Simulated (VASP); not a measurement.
All values below come from revPBE GGA, VASP's PBE PAW potentials (set 64) (plane waves; VASP).

A VASP calculation is set up with these files.

KPOINTS:
```
Automatic mesh
0
Gamma
9 9 9
0 0 0
```

POSCAR:
```
GdN
3.5051690
  0.0000000000   0.7071067774   0.7071067774
  0.7071067774   0.0000000000   0.7071067774
  0.7071067774   0.7071067774   0.0000000000
Gd N
1 1
Cart
  0.0000000000   0.0000000000   0.0000000000
  0.7071067774   0.7071067774   0.7071067774
```

INCAR:
```
LASPH = .TRUE.
LCHARG = .FALSE.
ISMEAR = 0
SYSTEM = GdN
NELM = 100
EDIFF = 1E-7
LMAXMIX = 6
LREAL = .FALSE.
ISIF = 2
PREC = Accurate
LWAVE = .FALSE.
ENCUT = 520
SIGMA = 0.05   # width (eV)
GGA = RE   # revPBE
ALGO = Normal
```

POTCAR, in this order: Gd_3 N (PBE.64 set). Program: vasp_std.

Output

File OSZICAR:
```
       N       E                     dE             d eps       ncg     rms          rms(c)
DAV:   1     0.477601635363E+02    0.47760E+02   -0.68350E+03   770   0.118E+03
DAV:   2    -0.146247926704E+02   -0.62385E+02   -0.58161E+02  1037   0.242E+02
DAV:   3    -0.176906312913E+02   -0.30658E+01   -0.30450E+01  1002   0.438E+01
DAV:   4    -0.177256878954E+02   -0.35057E-01   -0.35013E-01   940   0.450E+00
DAV:   5    -0.177261589377E+02   -0.47104E-03   -0.47084E-03  1023   0.454E-01    0.276E+01
DAV:   6    -0.155975770928E+02    0.21286E+01   -0.18479E+01   887   0.265E+01    0.251E+01
DAV:   7    -0.154308208665E+02    0.16676E+00   -0.13125E+00   874   0.776E+00    0.172E+01
DAV:   8    -0.154400236976E+02   -0.92028E-02   -0.11458E-01   871   0.362E+00    0.552E+00
DAV:   9    -0.154354586576E+02    0.45650E-02   -0.19072E-02   957   0.103E+00    0.575E-01
DAV:  10    -0.154357573216E+02   -0.29866E-03   -0.73204E-04   943   0.269E-01    0.285E-01
DAV:  11    -0.154357719199E+02   -0.14598E-04   -0.36828E-05   980   0.668E-02    0.347E-02
DAV:  12    -0.154357731100E+02   -0.11901E-05   -0.49728E-06   985   0.231E-02    0.336E-03
DAV:  13    -0.154357731348E+02   -0.24792E-07   -0.27830E-07  1005   0.486E-03
   1 F= -.15435773E+02 E0= -.15435648E+02  d E =-.250326E-03
```

File OUTCAR:
```
------------------------ aborting loop because EDIFF is reached ----------------------------------------
  FORCE on cell =-STRESS in cart. coord.  units (eV):
  Direction    XX          YY          ZZ          XY          YZ          ZX
  --------------------------------------------------------------------------------------
  Total        0.9141511      0.9141511      0.9141511     -0.0000000      0.0000000      0.0000000
  in kB       48.0968584     48.0968584     48.0968584     -0.0000000      0.0000000      0.0000000
  external PRESSURE =      48.0968584 kB  Pullay stress =       0.0000000 kB
  volume of cell :       30.45
      direct lattice vectors                 reciprocal lattice vectors
     0.000000000  2.478528756  2.478528756    -0.201732580  0.201732580  0.201732580
     2.478528756  0.000000000  2.478528756     0.201732580 -0.201732580  0.201732580
     2.478528756  2.478528756  0.000000000     0.201732580  0.201732580 -0.201732580
 POSITION                                       TOTAL-FORCE (eV/Angst)
 -----------------------------------------------------------------------------------
      0.00000      0.00000      0.00000        -0.000000      0.000000     -0.000000
      2.47853      2.47853      2.47853         0.000000     -0.000000      0.000000
 -----------------------------------------------------------------------------------
    total drift:                                0.000000      0.000000      0.000000
  FREE ENERGIE OF THE ION-ELECTRON SYSTEM (eV)
  ---------------------------------------------------
  free  energy   TOTEN  =       -15.4357731348 eV

  energy  without entropy=      -15.4355228085  energy(sigma->0) =      -15.43564797
```
(Selected blocks of OUTCAR.)

The 4f electrons are frozen in the core of the lanthanide potential, so 4f levels, which can set the real gap, and their magnetism are missing.

The compound is GdN in the rock salt structure. This cell is one point of a volume scan, at 0.97 of the reference volume.
